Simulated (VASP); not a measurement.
Data:

```yaml
crystal:
  lattice:
    - [0.00000, 2.39906, 2.39906]
    - [2.39906, 0.00000, 2.39906]
    - [2.39906, 2.39906, 0.00000]
  atoms:
    - { symbol: Lu, position: [0.00000, 0.00000, 0.00000] }
```

These are PBEsol GGA, VASP's PBE PAW potentials (set 64) (plane waves; VASP) values and carry that method's errors. Run with 400 eV cut-off, Gaussian smearing of 0.050 eV, potentials Lu_3.

**Question.** Give the energies of bands 4 to 7 at the high-symmetry points, in eV from the Fermi level.

**Answer.** 
```json
[
 {"band": "4", "Γ": "-6.25", "X": "-2.17", "U": "-1.22", "L": "-2.69", "W": "-0.87"},
 {"band": "5", "Γ": "2.32", "X": "-0.92", "U": "-0.56", "L": "0.52", "W": "0.33"},
 {"band": "6", "Γ": "2.32", "X": "2.20", "U": "1.17", "L": "2.09", "W": "0.33"},
 {"band": "7", "Γ": "2.32", "X": "6.80", "U": "4.49", "L": "2.09", "W": "2.78"}
]
```

It has no gap at this level: it comes out as a metal or semimetal.

The structure was generated: Lu was put into the fcc type (Fm-3m), which need not be its known phase. It was relaxed first, which changed the volume by -7 %.
